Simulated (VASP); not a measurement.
These are r2SCAN meta-GGA, VASP's PBE PAW potentials (set 64) (plane waves; VASP 6.6.1) values and carry that method's errors.

Gaps are without spin-orbit coupling.

Task: Order these relaxed crystals by band gap, smallest first: HfO2, P4_2/mnm (136); KMgH3, Pm-3m (221); BP, P6_3mc (186); RbBr, Pm-3m (221).

Result: BP, P6_3mc (186) (1.21 eV), KMgH3, Pm-3m (221) (3.19 eV), HfO2, P4_2/mnm (136) (4.53 eV), RbBr, Pm-3m (221) (4.83 eV)
